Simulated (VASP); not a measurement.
# ZnS (Wurtzite): the band gap, functional by functional

Aim: the gap of ZnS (Wurtzite) on one structure at many levels of theory. The starting structure is a measured crystal structure from the Crystallography Open Database. Cell and atoms stay as given. Meshes and data sets differ where the inputs say so.

Program: VASP 6.6.1. Level of theory: Kohn-Sham DFT with plane waves and PAW; LDA, PBE, r2SCAN, TB-mBJ, HSE06, PBE0 and r2SCAN-EpsX. Results are calculated unless marked as measured.

The database entry behind the starting cell has ideal inner coordinates that were not refined, so it need not match the best structure at ambient conditions.

### Step 1. The structure

Symmetry: P6_3mc, No. 186, hexagonal system. Conventional cell: a = 3.811 Å, b = 3.811 Å, c = 6.234 Å, α = 90.00°, β = 90.00°, γ = 120.00°. Zn has 4 S at 2.33 to 2.34 Å nearest. Nearest to S lie 4 Zn at 2.33 to 2.34 Å. Farther neighbours and most contacts between anions are not listed.

Coordinates:

```xyz
4
Lattice="3.8110 0.0000 0.0000 -1.9055 3.3004 0.0000 0.0000 0.0000 6.2340" Properties=species:S:1:pos:R:3 pbc="T T T"
Zn    0.0000    2.2003    3.1170
Zn    1.9055    1.1001    0.0000
S     0.0000    2.2003    5.4547
S     1.9055    1.1001    2.3377
```

### Step 2. Bands with LDA

LDA, the lowest rung, knows the local density alone.

Input file INCAR:

```
SYSTEM = ZnS
PREC = Accurate
ENCUT = 350
EDIFF = 1E-06
NELM = 100
ISMEAR = 0
SIGMA = 0.03
LREAL = .FALSE.
ALGO = Normal
GGA = CA
NBANDS = 32
LORBIT = 11
LWAVE = .FALSE.
LCHARG = .FALSE.
KPAR = 8
LASPH = .TRUE.
```

Input file POSCAR:

```
ZnS
1.0
    3.8110000000      0.0000000000      0.0000000000
   -1.9055000000      3.3004228138      0.0000000000
    0.0000000000      0.0000000000      6.2340000000
Zn S
2 2
Direct
    0.3333333333      0.6666666667      0.5000000000
    0.6666666667      0.3333333333      0.0000000000
    0.3333333333      0.6666666667      0.8750000000
    0.6666666667      0.3333333333      0.3750000000
```

Input file KPOINTS:

```
Automatic mesh
0
Gamma
6 6 4
0 0 0
```

Input file KPOINTS_OPT:

```
Line mode
10
Line-mode
Reciprocal
  0.00000000   0.00000000   0.00000000 GAMMA
  0.50000000   0.00000000   0.00000000 M

  0.50000000   0.00000000   0.00000000 M
  0.33333333   0.33333333   0.00000000 K

  0.33333333   0.33333333   0.00000000 K
  0.00000000   0.00000000   0.00000000 GAMMA

  0.00000000   0.00000000   0.00000000 GAMMA
  0.00000000   0.00000000   0.50000000 A

  0.00000000   0.00000000   0.50000000 A
  0.50000000   0.00000000   0.50000000 L

  0.50000000   0.00000000   0.50000000 L
  0.33333333   0.33333333   0.50000000 H

  0.33333333   0.33333333   0.50000000 H
  0.00000000   0.00000000   0.50000000 A

  0.50000000   0.00000000   0.50000000 L
  0.50000000   0.00000000   0.00000000 M

  0.33333333   0.33333333   0.00000000 K
  0.33333333   0.33333333   0.50000000 H
```

The projector-augmented-wave data sets are Zn and S (LDA family, release 64).

On the command line:

```console
$ mpirun -np 8 vasp_std
```

What it wrote:

```text
[banner, memory and clock lines left out]
running    8 mpi-ranks, on    1 nodes
 distrk:  each k-point on    1 cores,    8 groups
 distr:  one band on    1 cores,    1 groups

 POSCAR found type information on POSCAR ZnS
 POSCAR found :  2 types and       4 ions
|                                                                             |
|           W    W    AA    RRRRR   N    N  II  N    N   GGGG   !!!           |
|           W    W   A  A   R    R  NN   N  II  NN   N  G    G  !!!           |
|           W    W  A    A  R    R  N N  N  II  N N  N  G       !!!           |
|           W WW W  AAAAAA  RRRRR   N  N N  II  N  N N  G  GGG   !            |
|           WW  WW  A    A  R   R   N   NN  II  N   NN  G    G                |
|           W    W  A    A  R    R  N    N  II  N    N   GGGG   !!!           |
|                                                                             |
|     For optimal performance we recommend to set                             |
|       NCORE = 2 up to number-of-cores-per-socket                            |
|     NCORE specifies how many cores store one orbital (NPAR=cpu/NCORE).      |
|     This setting can greatly improve the performance of VASP for DFT.       |
|     The default, NCORE=1 might be grossly inefficient on modern             |
|     multi-core architectures or massively parallel machines. Do your        |
|     Unfortunately you need to use the default for GW and RPA                |
|     calculations (for HF NCORE is supported but not extensively tested      |
|     yet).                                                                   |
|                                                                             |

 LDA part: xc-table for (Slater(with rela. corr.)+CA(PZ))
 , standard interpolation
 POSCAR, INCAR and KPOINTS ok, starting setup
 FFT: planning ... GRIDC
 FFT: planning ... GRID_SOFT
 FFT: planning ... GRID
 WAVECAR not read
 entering main loop
       N       E                     dE             d eps       ncg     rms          rms(c)
DAV:   1     0.216418970356E+03    0.21642E+03   -0.12843E+04  1352   0.103E+03
DAV:   2     0.560862143504E+01   -0.21081E+03   -0.19712E+03  1376   0.267E+02
DAV:   3    -0.167359178743E+02   -0.22345E+02   -0.22073E+02  1640   0.882E+01
DAV:   4    -0.171990449254E+02   -0.46313E+00   -0.46269E+00  1568   0.134E+01
DAV:   5    -0.172046737036E+02   -0.56288E-02   -0.56285E-02  1632   0.139E+00    0.981E+00
DAV:   6    -0.164030470505E+02    0.80163E+00   -0.11734E+00  2088   0.299E+01    0.747E+00
DAV:   7    -0.163615442892E+02    0.41503E-01   -0.74053E-01  1592   0.516E+00    0.313E+00
DAV:   8    -0.163498448467E+02    0.11699E-01   -0.16370E-02  1552   0.860E-01    0.682E-01
DAV:   9    -0.163489169142E+02    0.92793E-03   -0.32966E-03  1584   0.289E-01    0.193E-01
DAV:  10    -0.163489618385E+02   -0.44924E-04   -0.16748E-04  1512   0.707E-02    0.723E-02
DAV:  11    -0.163489649623E+02   -0.31238E-05   -0.22914E-05  1720   0.466E-02    0.105E-02
DAV:  12    -0.163489651547E+02   -0.19240E-06   -0.59711E-06  1560   0.287E-02
   1 F= -.16348965E+02 E0= -.16348965E+02  d E =-.569426E-13
 Start KPOINTS_OPT (optional k-point list driver)
k-point batch [1-21\90]
       N       E                     dE             ncg
DAV:   1     0.219163453199E+04   -0.13714E+05     1352
DAV:   2    -0.229059099706E+04   -0.44822E+04     1384
DAV:   3    -0.275072429382E+04   -0.46013E+03     1624
DAV:   4    -0.275947279190E+04   -0.87485E+01     1536
DAV:   5    -0.275956908360E+04   -0.96292E-01     1648
DAV:   6    -0.275957073830E+04   -0.16547E-02     1568
DAV:   7    -0.275957077329E+04   -0.34982E-04     1696
DAV:   8    -0.275957077396E+04   -0.67227E-06     1152
[...]
k-point batch [85-90\90]
       N       E                     dE             ncg
DAV:   1     0.149589049935E+05   -0.57733E+04      384
DAV:   2     0.136863051842E+05   -0.12726E+04      384
DAV:   3     0.135574935238E+05   -0.12881E+03      480
DAV:   4     0.135552057259E+05   -0.22878E+01      464
DAV:   5     0.135551810580E+05   -0.24668E-01      488
DAV:   6     0.135551806451E+05   -0.41289E-03      464
DAV:   7     0.135551806365E+05   -0.86264E-05      488
DAV:   8     0.135551806363E+05   -0.16554E-06      336
```

Elapsed: 13 s, on 8 MPI ranks of Intel Xeon Platinum 8259CL at 2.50GHz (Skylake/Cascade Lake), shared host; peak memory 1.4 GiB; 81 s of CPU time.

The logs omit lines about the potential files and the build; timing stands in the text.

From OUTCAR (step 2):

```text
ion  position               nearest neighbor table
   1  0.333  0.667  0.500-   4 2.33   4 2.33   4 2.33   3 2.34
   2  0.667  0.333  0.000-   3 2.33   3 2.33   3 2.33   4 2.34
   3  0.333  0.667  0.875-   2 2.33   2 2.33   2 2.33   1 2.34
   4  0.667  0.333  0.375-   1 2.33   1 2.33   1 2.33   2 2.34

  LATTYP: Found a hexagonal cell.
 ALAT       =     3.8110000000
 C/A-ratio  =     1.6357911309

 Subroutine GETGRP returns: Found 12 space group operations
 (whereof  6 operations were pure point group operations)

The static configuration has the point symmetry C_3v.
 The point group associated with its full space group is C_6v.

 Found     21 irreducible k-points:

   k-points           NKPTS =     21   k-points in BZ     NKDIM =     21   number of bands    NBANDS=     32

   dimension x,y,z NGX =    24 NGY =   24 NGZ =   40
   dimension x,y,z NGXF=    48 NGYF=   48 NGZF=   80

   ENCUT  =  350.0 eV  25.72 Ry    5.07 a.u.   5.81  5.81  9.51*2*pi/ulx,y,z

   NELECT =      36.0000    total number of electrons

 k-points in reciprocal lattice and weights: Automatic mesh
   0.00000000  0.00000000  0.00000000       0.007
   0.16666667 -0.00000000  0.00000000       0.042
   0.33333333  0.00000000  0.00000000       0.042
   0.50000000  0.00000000  0.00000000       0.021
   0.16666667  0.16666667  0.00000000       0.042
   0.33333333  0.16666667  0.00000000       0.083
   0.33333333  0.33333333  0.00000000       0.014
   0.00000000  0.00000000  0.25000000       0.014
   0.16666667 -0.00000000  0.25000000       0.083
[...]
0.33333333  0.16666667  0.50000000       0.083
   0.33333333  0.33333333  0.50000000       0.014

 average (electrostatic) potential at core
       1 -37.4098       2 -37.4098       3 -89.1525       4 -89.1525

 E-fermi :   2.1454

 k-point     1 :       0.0000    0.0000    0.0000
  band No.  band energies     occupation
    ...
     14       1.0885      2.00000
     15       1.0885      2.00000
     16       1.9351      2.00000
     17       2.0042      2.00000
     18       2.0042      2.00000
     19       3.9913      0.00000
     20       4.8888      0.00000
     21       8.1514      0.00000
     22       8.1514      0.00000
     23       8.4580      0.00000
    ...

 k-point     2 :       0.1667   -0.0000    0.0000
  band No.  band energies     occupation
    ...
     14      -0.1721      2.00000
     15       0.6364      2.00000
     16       0.6842      2.00000
     17       1.6805      2.00000
     18       1.7743      2.00000
     19       5.1743      0.00000
     20       5.8654      0.00000
     21       7.6160      0.00000
     22       8.6225      0.00000
     23       8.6769      0.00000
    ...

 k-point     3 :       0.3333    0.0000    0.0000
  band No.  band energies     occupation
    ...
     14      -1.6474      2.00000
     15      -1.0613      2.00000
     16       0.0185      2.00000
     17       0.9205      2.00000
     18       1.3197      2.00000
     19       5.6783      0.00000
     20       6.0357      0.00000
     21       7.4379      0.00000
     22       8.5955      0.00000
     23       8.8895      0.00000
    ...

  Total       -2.0499047     -2.0499047     -1.9314343      0.0000000     -0.0000000      0.0000000
  in kB      -41.8860037    -41.8860037    -39.4652807      0.0000000     -0.0000000      0.0000000
  external PRESSURE =     -41.0790960 kB  Pullay stress =       0.0000000 kB

  energy-cutoff  :      350.00
  volume of cell :       78.41
      direct lattice vectors                 reciprocal lattice vectors
     3.811000000  0.000000000  0.000000000     0.262398321  0.151495741  0.000000000
    -1.905500000  3.300422814  0.000000000     0.000000000  0.302991482  0.000000000
     0.000000000  0.000000000  6.234000000     0.000000000  0.000000000  0.160410651

 POSITION                                       TOTAL-FORCE (eV/Angst)
 -----------------------------------------------------------------------------------
     -0.00000      2.20028      3.11700         0.000000     -0.000000      0.004190
      1.90550      1.10014      0.00000         0.000000      0.000000      0.004190
     -0.00000      2.20028      5.45475        -0.000000     -0.000000     -0.004190
      1.90550      1.10014      2.33775        -0.000000     -0.000000     -0.004190
 -----------------------------------------------------------------------------------
    total drift:                                0.000001      0.000002     -0.000656

  FREE ENERGIE OF THE ION-ELECTRON SYSTEM (eV)
  ---------------------------------------------------
  free  energy   TOTEN  =       -16.3489651547 eV

  energy  without entropy=      -16.3489651547  energy(sigma->0) =      -16.34896515

 total charge
# of ion       s       p       d       tot
------------------------------------------
    1        0.534   0.492   9.794  10.820
    2        0.534   0.492   9.794  10.820
    3        1.314   2.415   0.000   3.729
    4        1.314   2.415   0.000   3.729
--------------------------------------------------
tot          3.695   5.815  19.588  29.097

[... 3 further parts left out ...]
```

At this level the cell is under a tension of 4.1 GPa, so at these settings it is away from equilibrium.

LDA gives a direct gap of 1.987 eV.

### Step 3. Bands with PBE

PBE, the usual starting point, adds the gradient of the density.

Edit INCAR of step 2 so:

```diff
@@ -9,3 +9,3 @@
 ALGO = Normal
-GGA = CA
+GGA = PE
 NBANDS = 32
```

POSCAR is that of step 2.

KPOINTS is that of step 2.

KPOINTS_OPT is that of step 2.

The projector-augmented-wave data sets are Zn and S (PBE family, release 64).

On the command line:

```console
$ mpirun -np 8 vasp_std
```

What it wrote:

```text
[banner, memory and clock lines left out]
running    8 mpi-ranks, on    1 nodes
[...]
[... a notice as in an earlier step ...]

 LDA part: xc-table for (Slater+PW92), standard interpolation
 POSCAR, INCAR and KPOINTS ok, starting setup
[...]
entering main loop
       N       E                     dE             d eps       ncg     rms          rms(c)
DAV:   1     0.219433944318E+03    0.21943E+03   -0.12852E+04  1352   0.103E+03
DAV:   2     0.833344486413E+01   -0.21110E+03   -0.19733E+03  1384   0.268E+02
DAV:   3    -0.140591426312E+02   -0.22393E+02   -0.22128E+02  1640   0.879E+01
DAV:   4    -0.145193892538E+02   -0.46025E+00   -0.45982E+00  1584   0.133E+01
[...]
DAV:  12    -0.136694257613E+02   -0.57474E-05   -0.15314E-05  1624   0.471E-02    0.119E-02
DAV:  13    -0.136694267905E+02   -0.10292E-05   -0.39171E-06  1400   0.246E-02    0.250E-03
DAV:  14    -0.136694267012E+02    0.89295E-07   -0.44394E-07  1096   0.784E-03
   1 F= -.13669427E+02 E0= -.13669427E+02  d E =-.177157E-12
 Start KPOINTS_OPT (optional k-point list driver)
k-point batch [1-21\90]
       N       E                     dE             ncg
DAV:   1     0.241204744041E+04   -0.13493E+05     1352
DAV:   2    -0.207558377709E+04   -0.44876E+04     1392
DAV:   3    -0.253614525064E+04   -0.46056E+03     1608
DAV:   4    -0.254480645092E+04   -0.86612E+01     1544
DAV:   5    -0.254489967654E+04   -0.93226E-01     1632
DAV:   6    -0.254490123807E+04   -0.15615E-02     1592
DAV:   7    -0.254490127069E+04   -0.32621E-04     1664
DAV:   8    -0.254490127134E+04   -0.64134E-06     1184
[...]
k-point batch [85-90\90]
       N       E                     dE             ncg
DAV:   1     0.150214450742E+05   -0.57108E+04      384
DAV:   2     0.137483154348E+05   -0.12731E+04      392
DAV:   3     0.136193767735E+05   -0.12894E+03      464
DAV:   4     0.136170562662E+05   -0.23205E+01      464
DAV:   5     0.136170319714E+05   -0.24295E-01      496
DAV:   6     0.136170315799E+05   -0.39151E-03      464
DAV:   7     0.136170315718E+05   -0.80829E-05      496
DAV:   8     0.136170315717E+05   -0.15270E-06      328
```

Wall time 15 s (8 MPI ranks); peak memory 1.5 GiB; 94 s of CPU time.

OUTCAR, selected parts (step 3):

```text
  Total        0.9974768      0.9974768      1.1168238      0.0000000      0.0000000      0.0000000
  in kB       20.3815908     20.3815908     22.8202248      0.0000000      0.0000000      0.0000000
  external PRESSURE =      21.1944688 kB  Pullay stress =       0.0000000 kB

 POSITION                                       TOTAL-FORCE (eV/Angst)
 -----------------------------------------------------------------------------------
     -0.00000      2.20028      3.11700         0.000000      0.000000      0.008205
      1.90550      1.10014      0.00000        -0.000000     -0.000000      0.008205
     -0.00000      2.20028      5.45475         0.000000      0.000000     -0.008205
      1.90550      1.10014      2.33775        -0.000000      0.000000     -0.008205
 -----------------------------------------------------------------------------------
    total drift:                                0.000001      0.000001     -0.001591

  FREE ENERGIE OF THE ION-ELECTRON SYSTEM (eV)
  ---------------------------------------------------
  free  energy   TOTEN  =       -13.6694267012 eV

  energy  without entropy=      -13.6694267012  energy(sigma->0) =      -13.66942670

[... 2 parts as in an earlier step ...]

[... 1 further part left out ...]
[key lines of the parts left out:]
E-fermi :   2.3217
```

PBE gives a direct gap of 2.217 eV. The least gap is +0.230 eV from that of LDA.

### Step 4. Bands with r2SCAN

r2SCAN adds the kinetic-energy density, costs more than a GGA and is run with LASPH.

Edit INCAR of step 3 so:

```diff
@@ -9,3 +9,4 @@
 ALGO = Normal
-GGA = PE
+METAGGA = R2SCAN
+LASPH = .TRUE.
 NBANDS = 32
@@ -15,2 +16 @@
 KPAR = 8
-LASPH = .TRUE.
```

POSCAR is that of step 3.

KPOINTS is that of step 3.

KPOINTS_OPT is that of step 3.

On the command line:

```console
$ mpirun -np 8 vasp_std
```

What it wrote:

```text
[banner, memory and clock lines left out]
running    8 mpi-ranks, on    1 nodes
[...]
[... a notice as in an earlier step ...]

|                                                                             |
|               ----> ADVICE to this user running VASP <----                  |
|                                                                             |
|     You enforced a specific xc type in the INCAR file but a different       |
|     [... a line on the potential file left out ...]
|     I HOPE YOU KNOW WHAT YOU ARE DOING!                                     |
|                                                                             |

 LDA part: xc-table for (None), standard interpolation
 POSCAR, INCAR and KPOINTS ok, starting setup
[...]
entering main loop
       N       E                     dE             d eps       ncg     rms          rms(c)
DAV:   1     0.193773322898E+03    0.19377E+03   -0.13162E+04  1352   0.106E+03
DAV:   2    -0.204954985257E+02   -0.21427E+03   -0.20055E+03  1376   0.273E+02
[...]
DAV:  15    -0.376985140427E+02   -0.70883E-05   -0.15739E-06  1032   0.277E-02    0.531E-03
DAV:  16    -0.376985132748E+02    0.76789E-06   -0.76522E-07   712   0.811E-03
   1 F= -.37698513E+02 E0= -.37698513E+02  d E =-.566874E-13
 Start KPOINTS_OPT (optional k-point list driver)
k-point batch [1-21\90]
       N       E                     dE             ncg
DAV:   1     0.224129437212E+04   -0.13664E+05     1352
DAV:   2    -0.237546262161E+04   -0.46168E+04     1376
DAV:   3    -0.285124140533E+04   -0.47578E+03     1616
DAV:   4    -0.285990067472E+04   -0.86593E+01     1544
DAV:   5    -0.285998459780E+04   -0.83923E-01     1640
DAV:   6    -0.285998589516E+04   -0.12974E-02     1528
DAV:   7    -0.285998592050E+04   -0.25341E-04     1680
DAV:   8    -0.285998592097E+04   -0.46246E-06     1160
[...]
k-point batch [85-90\90]
       N       E                     dE             ncg
DAV:   1     0.149691030154E+05   -0.57631E+04      384
DAV:   2     0.136620997944E+05   -0.13070E+04      392
DAV:   3     0.135287542302E+05   -0.13335E+03      472
DAV:   4     0.135264379867E+05   -0.23162E+01      456
DAV:   5     0.135264160372E+05   -0.21949E-01      480
DAV:   6     0.135264156867E+05   -0.35049E-03      448
DAV:   7     0.135264156802E+05   -0.65684E-05      496
DAV:   8     0.135264156801E+05   -0.11268E-06      336
```

The job ended after 43 s (8 MPI ranks; peak memory 1.5 GiB; 4.7 min of CPU time).

Parts of OUTCAR (step 4):

```text
  Total       -0.1563138     -0.1563138     -0.0240359      0.0000000      0.0000000      0.0000000
  in kB       -3.1939835     -3.1939835     -0.4911300      0.0000000      0.0000000      0.0000000
  external PRESSURE =      -2.2930323 kB  Pullay stress =       0.0000000 kB

 POSITION                                       TOTAL-FORCE (eV/Angst)
 -----------------------------------------------------------------------------------
     -0.00000      2.20028      3.11700        -0.000000     -0.000000     -0.013998
      1.90550      1.10014      0.00000        -0.000000      0.000000     -0.013998
     -0.00000      2.20028      5.45475         0.000000     -0.000000      0.013998
      1.90550      1.10014      2.33775        -0.000000     -0.000000      0.013998
 -----------------------------------------------------------------------------------
    total drift:                                0.000000      0.000001     -0.118671

  FREE ENERGIE OF THE ION-ELECTRON SYSTEM (eV)
  ---------------------------------------------------
  free  energy   TOTEN  =       -37.6985132748 eV

  energy  without entropy=      -37.6985132748  energy(sigma->0) =      -37.69851327

[... 2 parts as in an earlier step ...]

[... 1 further part left out ...]
[key lines of the parts left out:]
E-fermi :   2.0504
```

r2SCAN gives a direct gap of 2.788 eV. The least gap is +0.802 eV from that of LDA.

[end of part 1 of 2]

[Lines on the potential files, build, host, timing and source positions are cut from VASP's logs without a mark.]

[Logs are printed without paths, hosts, clocks, repeated set-up lines and the standing remarks that a program may print on its own settings, such as how far it seeks lower states.]

[Hosts, paths, dates, database ids (printed as entryN), source tags and the programs' standing remarks are cut or masked in the printed files.]
